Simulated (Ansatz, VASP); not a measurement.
**Cross-check of Bi (Bismuth) between VASP and Ansatz**

One calculation is typed for both programs; each brings its own data sets. How far apart do they land? The cell is taken from a series of runs on this material, whose earlier steps may have relaxed, scaled, displaced or heated it; both programs get it as it stands.

Calculated with Ansatz 0.2.0; plane waves, with VASP 6.6.1 beside it; zone-centre phonons at LDA.

## 1. Set-up

Symmetry: R-3m, No. 166, trigonal system. Conventional cell: a = 4.471 Å, b = 4.471 Å, c = 11.731 Å, α = 90.00°, β = 90.00°, γ = 120.00°. Bi has 3 Bi at 3.05 Å nearest.

Coordinates:

```xyz
2
Lattice="2.2357 1.2908 3.9102 -2.2357 1.2908 3.9102 0.0000 -2.5815 3.9102" Properties=species:S:1:pos:R:3 pbc="T T T"
Bi    0.0000    0.0000    2.7715
Bi    0.0000    0.0000    8.9592
```

## 2. VASP: zone-centre phonons, LDA

Second derivatives magnify differences that forces hide, and they need a tight electronic threshold.

Lines of VASP's logs that name or quote its potential files are left out, and so is its time.

Input file INCAR:

```
SYSTEM = Bi
PREC = Accurate
ENCUT = 500
EDIFF = 1E-08
NELM = 120
ISMEAR = 1
SIGMA = 0.2
LREAL = .FALSE.
ALGO = Normal
GGA = CA
NBANDS = 21
LORBIT = 11
LWAVE = .FALSE.
LCHARG = .FALSE.
ISIF = 2
IBRION = 8
LASPH = .TRUE.
GGA_COMPAT = .FALSE.
KPAR = 2
```

Input file POSCAR:

```
Bi
1.0
    2.2356605461      1.2907592181      3.9102285262
   -2.2356605461      1.2907592181      3.9102285262
    0.0000000000     -2.5815184362      3.9102285262
Bi
2
Direct
    0.2362627685      0.2362627681      0.2362627685
    0.7637372315      0.7637372319      0.7637372315
```

Input file KPOINTS:

```
Automatic mesh
0
Gamma
12 12 12
0 0 0
```

PAW data sets: Bi_d (LDA family, release 64).

Run with:

```sh
> mpirun -np 2 vasp_std
```

Numbers of over 12 decimals in the logs are rounded to 6 here.

Log:

```text
[banner, memory and clock lines left out]
running    2 mpi-ranks, on    1 nodes
 distrk:  each k-point on    1 cores,    2 groups
 distr:  one band on    1 cores,    1 groups

 POSCAR found type information on POSCAR Bi
 POSCAR found :  1 types and       2 ions
 LDA part: xc-table for (Slater(with rela. corr.)+CA(PZ))
 , standard interpolation
 POSCAR, INCAR and KPOINTS ok, starting setup
 FFT: planning ... GRIDC
 FFT: planning ... GRID_SOFT
 FFT: planning ... GRID
 WAVECAR not read
 entering main loop
       N       E                     dE             d eps       ncg     rms          rms(c)
DAV:   1     0.301642869751E+03    0.30164E+03   -0.16088E+04  7959   0.170E+03
DAV:   2     0.160951005182E+02   -0.28555E+03   -0.27940E+03  7998   0.439E+02
DAV:   3    -0.826528616913E+01   -0.24360E+02   -0.24048E+02  9482   0.146E+02
DAV:   4    -0.910469418578E+01   -0.83941E+00   -0.83861E+00  9371   0.299E+01
DAV:   5    -0.914504156534E+01   -0.40347E-01   -0.40346E-01 11504   0.583E+00    0.109E+00
DAV:   6    -0.912940145037E+01    0.15640E-01   -0.18814E-02 10222   0.154E+00    0.627E-01
DAV:   7    -0.912226501893E+01    0.71364E-02   -0.12718E-02  9988   0.125E+00    0.105E-01
DAV:   8    -0.912220829164E+01    0.56727E-04   -0.12997E-03  9078   0.435E-01    0.185E-02
DAV:   9    -0.912221507655E+01   -0.67849E-05   -0.58285E-05 11993   0.586E-02    0.733E-03
DAV:  10    -0.912221473472E+01    0.34183E-06   -0.24583E-06 11029   0.125E-02    0.154E-03
DAV:  11    -0.912221479065E+01   -0.55929E-07   -0.14656E-07  9561   0.271E-03    0.620E-04
DAV:  12    -0.912221479505E+01   -0.44015E-08   -0.23702E-08  7682   0.113E-03
   1 F= -.91222148E+01 E0= -.91226806E+01  d E =0.139734E-02
 Linear response reoptimize wavefunctions to high precision
DAV:   1    -0.912221479469E+01    0.36061E-09   -0.24504E-09  5826   0.512E-04
DAV:   2    -0.912221479474E+01   -0.56389E-10   -0.47530E-10  5304   0.245E-04
 Linear response DOF=           2
 Linear response progress:
  Degree of freedom:   1/  2
       N       E                     dE             d eps       ncg     rms          rms(c)
RMM:   1    -0.330603234727E+00   -0.33060E+00    0.23307E-01 48375   0.845E+00
RMM:   2    -0.339334728328E+00   -0.87315E-02   -0.20681E-02 62305   0.119E+00    0.428E-02
RMM:   3    -0.339558296359E+00   -0.22357E-03   -0.17294E-03 66943   0.335E-01    0.243E-02
RMM:   4    -0.339460497411E+00    0.97799E-04   -0.13911E-04 69278   0.103E-01    0.571E-03
RMM:   5    -0.339469062309E+00   -0.85649E-05   -0.17529E-05 65214   0.331E-02    0.239E-03
RMM:   6    -0.339476697940E+00   -0.76356E-05   -0.35271E-06 68951   0.148E-02    0.952E-04
RMM:   7    -0.339477370416E+00   -0.67248E-06    0.30095E-07 67603   0.490E-03    0.347E-04
RMM:   8    -0.339473543843E+00    0.38266E-05    0.79755E-07 69782   0.181E-03    0.101E-04
RMM:   9    -0.339472256421E+00    0.12874E-05    0.97984E-07 69671   0.815E-04    0.366E-05
RMM:  10    -0.339471898305E+00    0.35812E-06    0.48352E-07 71690   0.407E-04    0.127E-05
RMM:  11    -0.339471957969E+00   -0.59664E-07    0.32121E-07 72452   0.251E-04    0.122E-05
RMM:  12    -0.339471677195E+00    0.28077E-06    0.23804E-07 68789   0.178E-04    0.398E-06
RMM:  13    -0.339471648713E+00    0.28482E-07    0.87825E-08 72845   0.134E-04    0.216E-06
RMM:  14    -0.339471591559E+00    0.57154E-07    0.46613E-08 70839   0.116E-04    0.816E-07
RMM:  15    -0.339471570714E+00    0.20845E-07    0.74245E-09 80310   0.108E-04    0.136E-07
RMM:  16    -0.339471572877E+00   -0.21631E-08    0.32546E-09 79917   0.104E-04    0.276E-07
 first order change of Fermi-energy   0.87288E-04
 force on displaced ion       1 direction 1 :  -1.999  -0.000   0.000
 Linear response progress:
  Degree of freedom:   2/  2
       N       E                     dE             d eps       ncg     rms          rms(c)
RMM:   1    -0.332092856869E+00   -0.33209E+00    0.25056E-01 10528   0.851E+00
RMM:   2    -0.340750906008E+00   -0.86580E-02   -0.19896E-02 13582   0.118E+00    0.397E-02
RMM:   3    -0.340876471820E+00   -0.12557E-03   -0.16231E-03 14618   0.326E-01    0.221E-02
RMM:   4    -0.340708839905E+00    0.16763E-03   -0.14015E-04 14829   0.105E-01    0.580E-03
RMM:   5    -0.340719616923E+00   -0.10777E-04   -0.17267E-05 14982   0.322E-02    0.332E-03
RMM:   6    -0.340730449167E+00   -0.10832E-04   -0.29268E-06 14040   0.141E-02    0.811E-04
RMM:   7    -0.340731703380E+00   -0.12542E-05   -0.40474E-07 14722   0.479E-03    0.552E-04
RMM:   8    -0.340729771419E+00    0.19320E-05   -0.58306E-08 13068   0.183E-03    0.830E-05
RMM:   9    -0.340729403554E+00    0.36787E-06   -0.92540E-09 15372   0.872E-04    0.547E-05
RMM:  10    -0.340729223502E+00    0.18005E-06   -0.93803E-09 14702   0.362E-04    0.359E-05
RMM:  11    -0.340729100847E+00    0.12265E-06    0.58984E-10 14421   0.220E-04    0.838E-06
RMM:  12    -0.340729132343E+00   -0.31496E-07   -0.21967E-08 15586   0.156E-04    0.249E-06
RMM:  13    -0.340729137129E+00   -0.47869E-08   -0.12604E-08 15696   0.120E-04    0.110E-06
 first order change of Fermi-energy   0.22279E+00
 force on displaced ion       1 direction 3 :   0.000   0.000  -4.093
 Linear response finished
```

Parts of OUTCAR (step 2):

```text
ion  position               nearest neighbor table
   1  0.236  0.236  0.236-   2 3.05   2 3.05   2 3.05   2 3.44   2 3.44   2 3.44
   2  0.764  0.764  0.764-   1 3.05   1 3.05   1 3.05   1 3.44   1 3.44   1 3.44

  LATTYP: Found a trigonal (rhomboedric) cell.
 ALAT       =     4.6855228698
 COS(alpha) =     0.5446707007

 Subroutine GETGRP returns: Found 12 space group operations
 (whereof 12 operations were pure point group operations)

The static configuration has the point symmetry D_3d.

 Found    189 irreducible k-points:

   k-points           NKPTS =    189   k-points in BZ     NKDIM =    189   number of bands    NBANDS=     21

   dimension x,y,z NGX =    36 NGY =   36 NGZ =   36
   dimension x,y,z NGXF=    72 NGYF=   72 NGZF=   72

   ENCUT  =  500.0 eV  36.75 Ry    6.06 a.u.   8.54  8.54  8.54*2*pi/ulx,y,z

   NELECT =      30.0000    total number of electrons

 k-points in reciprocal lattice and weights: Automatic mesh
   0.00000000  0.00000000  0.00000000       0.001
   0.08333333  0.00000000  0.00000000       0.003
   0.16666667 -0.00000000  0.00000000       0.003
   0.25000000  0.00000000 -0.00000000       0.003
   0.33333333 -0.00000000  0.00000000       0.003
   0.41666667  0.00000000  0.00000000       0.003
   0.50000000  0.00000000 -0.00000000       0.002
   0.08333333  0.08333333  0.00000000       0.003
   0.16666667  0.08333333  0.00000000       0.007
[...]
-0.41666667  0.50000000  0.41666667       0.003
   0.50000000  0.50000000  0.50000000       0.001

 average (electrostatic) potential at core
       1-104.3066       2-104.3066

  Total        0.0374715      0.0374715     -0.2510269      0.0000000     -0.0000000      0.0000000
  in kB        0.8867616      0.8867616     -5.9405463      0.0000000     -0.0000000      0.0000000
  external PRESSURE =      -1.3890077 kB  Pullay stress =       0.0000000 kB

  energy-cutoff  :      500.00
  volume of cell :       67.70
      direct lattice vectors                 reciprocal lattice vectors
     2.235660546  1.290759218  3.910228526     0.223647548  0.129122972  0.085246510
    -2.235660546  1.290759218  3.910228526    -0.223647548  0.129122972  0.085246510
     0.000000000 -2.581518436  3.910228526     0.000000000 -0.258245944  0.085246510

 POSITION                                       TOTAL-FORCE (eV/Angst)
 -----------------------------------------------------------------------------------
      0.00000     -0.00000      2.77152         0.000000      0.000000      0.019749
     -0.00000      0.00000      8.95916         0.000000      0.000000     -0.019749
 -----------------------------------------------------------------------------------
    total drift:                                0.000000      0.000000     -0.000000

 Eigenvectors and eigenvalues of the dynamical matrix
 ----------------------------------------------------

   1 f  =    3.093977 THz    19.440032 2PiTHz  103.203971 cm-1    12.795656 meV
             X         Y         Z           dx          dy          dz
      0.000000 -0.000000  2.771524     0.000000    0.000000   -0.707107
     -0.000000  0.000000  8.959161     0.000000    0.000000    0.707107

   2 f  =    2.162354 THz    13.586473 2PiTHz   72.128377 cm-1     8.942775 meV
             X         Y         Z           dx          dy          dz
      0.000000 -0.000000  2.771524     0.707107   -0.000003   -0.000000
     -0.000000  0.000000  8.959161    -0.707107    0.000003    0.000000

   3 f  =    2.162354 THz    13.586473 2PiTHz   72.128377 cm-1     8.942775 meV
             X         Y         Z           dx          dy          dz
      0.000000 -0.000000  2.771524    -0.000003   -0.707107   -0.000000
     -0.000000  0.000000  8.959161     0.000003    0.707107    0.000000

   4 f  =    0.000000 THz     0.000000 2PiTHz    0.000001 cm-1     0.000000 meV
             X         Y         Z           dx          dy          dz
      0.000000 -0.000000  2.771524     0.182082    0.683261    0.000000
     -0.000000  0.000000  8.959161     0.182082    0.683261    0.000000

   5 f  =    0.000000 THz     0.000000 2PiTHz    0.000001 cm-1     0.000000 meV
             X         Y         Z           dx          dy          dz
      0.000000 -0.000000  2.771524    -0.683261    0.182082    0.000000
     -0.000000  0.000000  8.959161    -0.683261    0.182082    0.000000

   6 f  =    0.000000 THz     0.000000 2PiTHz    0.000000 cm-1     0.000000 meV
             X         Y         Z           dx          dy          dz
      0.000000 -0.000000  2.771524     0.000000   -0.000000    0.707107
     -0.000000  0.000000  8.959161     0.000000    0.000000    0.707107

 ELASTIC MODULI CONTR FROM IONIC RELAXATION (kBar)
 Direction    XX          YY          ZZ          XY          YZ          ZX
 --------------------------------------------------------------------------------
 XX        -164.1079     31.3768   -118.1669     -0.0000    192.7359      0.0000
 YY          31.3768   -164.1079   -118.1669      0.0000   -192.7359     -0.0000
 ZZ        -118.1669   -118.1669   -210.4015      0.0000     -0.0000     -0.0000
 XY          -0.0000      0.0000      0.0000    -97.7423      0.0000    190.2124
 YZ         192.7359   -192.7359     -0.0000      0.0000   -380.0515     -0.0000
 ZX           0.0000     -0.0000     -0.0000    190.2124     -0.0000   -370.1646
 --------------------------------------------------------------------------------
```

## 3. Ansatz: zone-centre phonons, LDA

Ansatz runs on its PAW soft_1 files.

The same cell, functional (in two slightly different forms), mesh and smearing now go to Ansatz, which takes its cutoff from its data sets.

Input file input.yaml:

```yaml
crystal:
  lattice:
    - [2.2356605461, 1.2907592181, 3.9102285262]
    - [-2.2356605461, 1.2907592181, 3.9102285262]
    - [0.0, -2.5815184362, 3.9102285262]
  atoms:
    - { symbol: Bi, position: [0.2362627685, 0.2362627681, 0.2362627685] }
    - { symbol: Bi, position: [0.7637372315, 0.7637372319, 0.7637372315] }
kpoints:
  mp_grid: { grid: [12, 12, 12] }
hamiltonian:
  xc: lda
  pseudopotentials: { kind: paw, azcp: { folder: soft_1 }, xc_functional: pbe }
scf:
  occupations: { method: methfessel_paxton, width: 0.2 }
output:
  eigenvalues: true
phonons:
  method: dfpt
```

Run with:

```sh
> ansatz run input.yaml --threads 4 --pin off --max-ram 10240MiB --backend cpu --events-out ev --progress --plain --runs-dir out
```

Log:

```text
Engine: ansatz 0.2.0, aarch64-unknown-linux-gnu
Pseudopotentials: kind: paw
Pseudopotential: Bi, paw, valence charge 15, recommended cutoff 420 eV (normal), soft_1/Bi.paw.azcp
Functional definition: SPW92
  exchange = slater_x
  correlation = pw_c
Crystal: 2 atoms, lattice volume = 67.702 Å³
Basis set: ecut = 420 eV, 1309 PW (Γ), exchange–correlation on 64×64×64 points (8 copies of the dense FFT grid, shifted against one another)
Bands: 19, of which v1, the nominal top of the filled ones, is band 15 counted from 1 (14 counted from 0)
Symmetry: 12 space group operations
k-points: 476 of 1728 (irreducible under 2 space group operations, time reversal used)
Non-local potential: Bi, projectors of the file, l = 0: 2, l = 1: 2, l = 2: 2, l = 3: 1
PAW form: soft (Blöchl's): semilocal exchange-correlation on the pseudo side does not see the compensation charge
PAW frozen core: Bi, regenerated for the run's functional, and the local potential with it (the file was generated under x = pbe(κ = 0.804, μ = 0.219515), c = pbe(β = 0.066725))
PAW one-centre angular grid: Bi, 590 points (default); XC on 64 Gauss nodes
Initial density: superposition of atomic densities (chi_scale 0.1, normalization cell)
Initial wavefunctions: pseudopotential atomic-orbital guess
Functional: x = slater, c = lda
SCF iter   1: F=—  HF=-24175.708255 eV  |F-HF|=—  |Δ(HF+E_count)|=         —  Δρ=1.18e-2  dr2=8.18e-2  ethr=3.10e-3  ⟨swp⟩=5.5  Hψ=43788  notcnv=0
preconditioner: auto → Kerker (q_TF=auto, 2.382 Å⁻¹)  [metal: Δε(μ)=0.070 eV  Ē_g=20.277 eV  σ=0.200 eV  W_gap=0.28  n_scr=14 (ndim 8)  ℏωp=24.7 eV  f_vac=0.000  D(μ)=0.23/eV (n_scr^D=0)]
SCF iter   2: F=—  HF=-24175.691367 eV  |F-HF|=—  |Δ(HF+E_count)|=   1.69e-2  S|Δr|=    0.00e0  Δρ=7.40e-3  dr2=3.49e-2  ethr=2.73e-4  ⟨swp⟩=1.0  Hψ=12852  notcnv=0
SCF iter   3: F=—  HF=-24175.683522 eV  |F-HF|=—  |Δ(HF+E_count)|=   7.84e-3  S|Δr|=    0.00e0  Δρ=1.04e-3  dr2=1.30e-3  ethr=1.16e-4  ⟨swp⟩=2.1  Hψ=16210  notcnv=0
SCF iter   4: F=—  HF=-24175.683327 eV  |F-HF|=—  |Δ(HF+E_count)|=   1.96e-4  S|Δr|=    0.00e0  Δρ=3.45e-4  dr2=1.30e-4  ethr=4.32e-6  ⟨swp⟩=3.0  Hψ=16198  notcnv=0
SCF iter   5: F=—  HF=-24175.683324 eV  |F-HF|=—  |Δ(HF+E_count)|=   2.83e-6  S|Δr|=    0.00e0  Δρ=1.53e-4  dr2=1.97e-5  ethr=4.32e-7  ⟨swp⟩=2.0  Hψ=15910  notcnv=0
SCF iter   6: F=—  HF=-24175.683317 eV  |F-HF|=—  |Δ(HF+E_count)|=   7.09e-6  S|Δr|=    0.00e0  Δρ=2.19e-5  dr2=4.75e-7  ethr=6.57e-8  ⟨swp⟩=2.0  Hψ=16190  notcnv=0
SCF iter   7: F=—  HF=-24175.683317 eV  |F-HF|=—  |Δ(HF+E_count)|=   7.61e-7  S|Δr|=    0.00e0  Δρ=5.34e-6  dr2=3.51e-8  ethr=1.58e-9  ⟨swp⟩=2.0  Hψ=11510  notcnv=0
SCF iter   8: F=—  HF=-24175.683317 eV  |F-HF|=—  |Δ(HF+E_count)|=   3.10e-9  S|Δr|=    0.00e0  Δρ=1.72e-6  dr2=3.12e-9  ethr=1.17e-10  ⟨swp⟩=2.5  Hψ=16401  notcnv=0
SCF iter   9: F=—  HF=-24175.683317 eV  |F-HF|=—  |Δ(HF+E_count)|=  5.75e-10  S|Δr|=    0.00e0  Δρ=3.47e-7  dr2=1.52e-10  ethr=1.04e-11  ⟨swp⟩=3.0  Hψ=16244  notcnv=0
SCF iter  10: F=—  HF=-24175.683317 eV  |F-HF|=—  |Δ(HF+E_count)|=  1.46e-11  S|Δr|=    0.00e0  Δρ=1.25e-7  dr2=2.59e-11  ethr=1.00e-12  ⟨swp⟩=1.0  Hψ=9044  notcnv=0
SCF iter  11: F=-24175.683317 eV  HF=-24175.683317 eV  |F-HF|=1.09e-11  |Δ(HF+E_count)|=  3.64e-12  S|Δr|=    0.00e0  Δρ=4.39e-8  dr2=1.96e-12  ethr=1.00e-12  ⟨swp⟩=5.3  Hψ=35061  notcnv=0
SCF 1 converged in 11 iterations: F = -24175.683317 eV  dr2 = 1.96e-12
  greatest PAW one-centre occupation: 0.988 electrons in one spin orbital (limit 2), on the Bi atom at site 1 (counted from 0), in its partial waves of l = 2
DFPT response loops at Γ: preconditioner auto → Kerker (q_TF=auto, 2.382 Å⁻¹) (partly filled bands, converged f_vac=0.001); β = 1.00, the filter's whole step (`scf.mixing.beta` (0.50) is not read by the response loops under this deck's `scf.mixing.preconditioner`; to damp them name `kerker` or `kerker_dos`, under which they read `scf.mixing.beta`, and type it under 1.00, their step now; both keys bind the ground state too); Broyden in place of MSR1
SCF converged after 11 iterations
Stability not checked: this state was not tested for a lower state beside it, because cold or Methfessel-Paxton smearing, or corrected tetrahedra, fill the levels in a way that the test cannot read (fill_not_monotonic; see scf.lower_state_search)
Free energy (F): -24175.683317 eV
Harris-Foulkes:  -24175.683317 eV  (|F-HF|=1.09e-11)
Internal energy: -24175.684671 eV  (E = F + TS)
E sigma→0 (E₀):  -24175.683656 eV
Entropy (-TS):   0.001354 eV (0.677 meV/atom)
Fermi energy:    9.979573 eV
--- Per-component energies (eV) ---
  E_band       = -209.764153
  E_kinetic    = 511.113211
  E_local      = -2662.408956  (includes V_loc(G=0)·N_el)
  E_nonlocal   = 825.171568
  E_hartree    = 988.048177
  E_xc         = -301.732015
  E_vxc        = -263.466390  (∫ρ·V_xc dr)
  E_paw        = -20705.232729  (= ΣΔE_a)
  E_vpaw       = -596.270379  (= ΣTr[D̂ρ^β])
  E_aug_tail   = 0.000430  (compensation charges beyond the density's cutoff)
  E_ewald      = -2830.634714
  E_core_change = -0.009642  (= ΣΔE_core)
  E_smearing   = 0.001354  (= −TS)
  E_closure    = -0.000000  (closes the sum)
  Σ components = -24175.683317   (vs F -24175.683317, Δ=0.00e0)
--- Band table (eV; the first three rows and the last of 476) ---
  k-point 0: bands = [... 11 lower, 2.5172, 8.3029, 8.7622, 8.7622, 12.6978, 13.0155, 13.0155, 15.5060]
  k-point 1: bands = [... 11 lower, 2.3522, 8.3462, 8.7603, 8.7603, 12.5567, 12.6721, 12.8290, 15.2757]
  k-point 2: bands = [... 11 lower, 1.8983, 8.4364, 8.7611, 8.7861, 11.8664, 12.2542, 12.3669, 15.0213]
  k-point 475: bands = [... 11 lower, -0.2689, 9.1942, 9.4757, 9.4757, 10.5904, 10.5904, 10.6752, 17.1636]
--- Phonons (Γ-DFPT): 2 representative perturbations + reference, on 476 of 1728 k-points (Σ response iterations 4) ---
  k mesh reduced under 2 symmetry operations, with k and −k counted as one. Each operation leaves every solved perturbation unchanged. A smaller set is not used because it would not reduce the number of displacements times k-points to solve
  ASR residual: 3.052e-4 → 0.000e0 eV/Å²; symmetrization residual: 2.099e-5 eV/Å²
  ASR residual per site (eV/Å²): 3.05e-4 3.05e-4
  Γ frequencies (cm⁻¹): 0.00 0.00 0.00 70.70 70.70 102.28
  non-analytic LO–TO correction: not included (Born effective charges unavailable; polar crystals: no LO–TO splitting at Γ)
```

## 4. Comparison

Known differences besides the potentials themselves: the two LDA forms differ slightly; the cutoff is 420 eV in Ansatz and 500 eV in VASP; VASP's log shows a relativistic correction to its local exchange, Ansatz's none. Total energies have different zeros and are not compared.

Compared:

```csv
quantity,Ansatz,VASP,difference
optical mode 1 to 2 (cm⁻¹),70.7,72.1,-1.98 %
optical mode 3 (cm⁻¹),102.3,103.2,-0.90 %
```

Modes are paired by rising frequency, not by their patterns, so a pair may set unlike modes beside each other; they are those without the splitting of longitudinal modes.

## 5. Results

| Quantity | Value |
| --- | --- |
| r.m.s. difference of the optical zone-centre modes, each program's sorted by frequency (zone-centre phonons, LDA) | 1.3 cm⁻¹ |
| difference in optical mode 1 to 2 (zone-centre phonons, LDA) | -2.0 % |

The r.m.s. difference of the optical zone-centre modes, each program's sorted by frequency is 1.3 cm⁻¹ (zone-centre phonons, LDA). Among the rows given in per cent, the largest difference of the zone-centre phonons, LDA pair is in optical mode 1 to 2, -2.0 %. Such differences can come from data sets, numerical settings and the points named under the comparisons, not from the functional's error against experiment.

[Lines on the potential files, build, host, timing and source positions are cut from VASP's logs without a mark.]

[Logs are printed without paths, hosts, clocks, repeated set-up lines and the standing remarks that a program may print on its own settings, such as how far it seeks lower states.]

[Hosts, paths, dates, database ids (printed as entryN), source tags and the programs' standing remarks are cut or masked in the printed files.]
